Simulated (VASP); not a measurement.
Given:

```yaml
crystal:
  lattice:
    - [0.00000, 2.39000, 2.39000]
    - [2.39000, 0.00000, 2.39000]
    - [2.39000, 2.39000, 0.00000]
  atoms:
    - { symbol: B, position: [0.00000, 0.00000, 0.00000] }
    - { symbol: As, position: [0.25000, 0.25000, 0.25000] }
```

All values below come from G0W0 on PBE orbitals, VASP's PBE PAW potentials (set 64) (plane waves; VASP 6.6.1). Settings: PREC = Normal, 500 eV cut-off, 4×4×4 Γ-centred mesh, Gaussian smearing of 0.010 eV, potentials B_GW As_GW.

The mesh is coarse and the basis finite, so the quasiparticle values are not converged.

Question: The job: BAs (zinc blende), 2 atoms, G0W0@PBE, GW step (320 bands), 500 eV, 4×4×4 Γ-centred mesh. Roughly how much core time does it take on a busy server core?

Answer: About 7 core-minutes (one run on a shared machine, a rough figure). It had 8 irreducible k-points, 320 bands, up to 701 plane waves and 0 electronic steps.

The compound is BAs in the zinc blende structure. The cell was not relaxed at this level. The k-mesh is coarse (spacing up to 0.57 per Å, 2π included), so the numbers may not be converged in it.
